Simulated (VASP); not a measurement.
Al (fcc) relaxed at rising pressure, in one space group throughout; other phases were not tried. The pressures are those reached. Level of theory: r2SCAN meta-GGA, VASP's PBE PAW potentials (set 64) (plane waves; VASP).

```json
[
 {"P (GPa)": "-0.18", "V (Å³/atom)": "15.899", "k-mesh": "16×16×16"},
 {"P (GPa)": "5.04", "V (Å³/atom)": "15.121", "k-mesh": "16×16×16"},
 {"P (GPa)": "9.93", "V (Å³/atom)": "14.535", "k-mesh": "16×16×16"},
 {"P (GPa)": "19.78", "V (Å³/atom)": "13.629", "k-mesh": "16×16×16"},
 {"P (GPa)": "30.01", "V (Å³/atom)": "12.910", "k-mesh": "17×17×17"}
]
```

A change of mesh leaves a small step in the series.

Q: Fit an equation of state and predict the volume at 44.95 GPa.

A: Least squares on the third-order Birch-Murnaghan form, P = (3B0/2)(y⁷ − y⁵)[1 + (3/4)(B′ − 4)(y² − 1)] with y = (V0/V)^(1/3), gives V0 = 15.868 Å³/atom, B0 = 95 GPa and B′ = 4.2, and so 12.112 Å³/atom. The run gave 12.105 Å³/atom, -0.1 % from the fit.

Pressures at which the relaxation failed are left out.

The compound is Al in the fcc structure.
